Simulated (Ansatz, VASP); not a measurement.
One calculation of SrMg, two programs

INCAR

```
PREC = Accurate
ENCUT = 520
EDIFF = 1E-7
ISMEAR = 0
SIGMA = 0.15
LREAL = False
LASPH = True
NELM = 100
ALGO = Normal
ISIF = 2
LWAVE = False
LCHARG = True
GGA = CA
LELF = True
LVHAR = True
NBANDS = 13
```

The input KPOINTS:

```
regular mesh
0
Gamma
  14 14 14
```

Contents of POSCAR:

```
SrMg
1.0
   -0.7583942377      3.1643345779      3.1643345779
    3.1643345779     -0.7583942377      3.1643345779
    3.1643345779      3.1643345779     -0.7583942377
Sr Mg
1 1
Direct
    0.5000000000      0.5000000000      0.5000000000
    0.0000000000      0.0000000000      0.0000000000
```

Input for Ansatz:

```yaml
crystal:
  lattice:
    - [-0.7583942377, 3.1643345779, 3.1643345779]
    - [3.1643345779, -0.7583942377, 3.1643345779]
    - [3.1643345779, 3.1643345779, -0.7583942377]
  atoms:
    - { symbol: Sr, position: [0.5, 0.5, 0.5] }
    - { symbol: Mg, position: [0.0, 0.0, 0.0] }
basis:
  ecutwfc: 420
kpoints:
  mp_grid: { grid: [14, 14, 14] }
hamiltonian:
  xc: lda
scf:
  occupations: { method: gaussian, width: 0.15 }
output:
  forces: true
  stress: true
  eigenvalues: true
```

Alike in both runs: task single point; functional LDA; k mesh 14 × 14 × 14; occupations gaussian, width 0.15 eV; no spin polarisation.

|  | VASP | Ansatz |
| --- | --- | --- |
| version | VASP 6.6.1 | Ansatz 0.2.0 |
| potentials or method | VASP PAW LDA potentials, release 64 (Sr_sv, Mg) | scalar-relativistic, plane waves, PAW |
| plane-wave cutoff (eV) | 520 | 420 |
| valence electrons in the cell | 12 | 20 |

Ansatz gave:

```
gap on the k mesh at the Fermi level (eV)       : none
pressure (GPa)                                  : -2.0
largest component of the traceless stress (GPa) : 0.76
```

Q: What did VASP give for the same quantities?

A: gap on the k mesh at the Fermi level (eV): none; pressure (GPa): -2.1; largest component of the traceless stress (GPa): 0.76.

A gap of «none» marks a metal or a gap that the smearing closes. The two sets of potentials don't hold the same shells in valence.
